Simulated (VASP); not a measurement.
Crystal: AlGa3N2.

```xyz
6
Lattice="3.7730 0.0000 0.0000 0.0000 3.7730 0.0000 0.0000 0.0000 6.9160" Properties=species:S:1:pos:R:3 pbc="T T T"
Al    0.0000    0.0000    3.4580
Ga    1.8865    1.8865    0.0000
Ga    0.0000    0.0000    0.0000
Ga    1.8865    1.8865    3.4580
N     0.0000    1.8865    2.9370
N     1.8865    0.0000    3.9790
```

The cell was built by a generator and needn't be a form met in nature.

- Program: VASP 6.6.1
- Task: relaxation of cell and atoms
- Functional: PBE
- Potentials or basis: VASP PAW PBE potentials, release 64 (Al, Ga_d, N)
- Cutoff: 520 eV
- k mesh: 8 × 8 × 4
- Occupations: gaussian, width 0.1 eV
- Spin: no spin polarisation

At the start: pressure 0.8 GPa; volume 16.41 Å³/atom.

How do energy, volume and symmetry change on relaxing?

Over 17 steps the energy falls by 4.7 meV/atom and the volume is 17.98 Å³/atom (+9.6 %); space group P-4m2 (No. 115, to 0.05 Å).

Step by step:
```
step  energy change (eV)  largest force (eV/Å)  pressure (GPa)  volume (Å³)
   1              0.0000                0.0545            0.80        98.45
   2             -0.0020                0.0312           -0.28        99.62
   3             -0.0023                0.0101           -0.05        99.33
   4             -0.0040                0.0139           -0.01        99.62
   5             -0.0087                0.0270            0.00       100.50
   6             -0.0163                0.0525           -0.01       102.24
   7             -0.0244                0.1134            0.09       105.63
   8             -0.0281                0.0324            0.14       107.39
   9             -0.0281                0.0072            0.10       108.21
  10             -0.0283                0.0062            0.11       107.92
  11             -0.0248                0.0803           -0.92       108.95
  12             -0.0283                0.0150           -0.09       108.05
  13             -0.0283                0.0142           -0.02       108.03
  14             -0.0283                0.0139           -0.09       108.04
  15             -0.0283                0.0145           -0.07       108.03
  16             -0.0283                0.0160           -0.04       108.03
  17             -0.0284                0.0008           -0.04       107.91
```

Final structure:
```
Al Ga N
1.0
     3.74419    0.00000    0.00000
     0.00000    3.74419    0.00000
     0.00000    0.00000    7.69741
Al Ga N
1 3 2
Direct
  0.00000 0.00000 0.50000
  0.50000 0.50000 0.00000
  0.00000 0.00000 0.00000
  0.50000 0.50000 0.50000
  0.00000 0.50000 0.42776
  0.50000 0.00000 0.57224
```

Caveat: this functional lacks dispersion, which binds the layers, so the pressure and a relaxed spacing across them are unreliable.
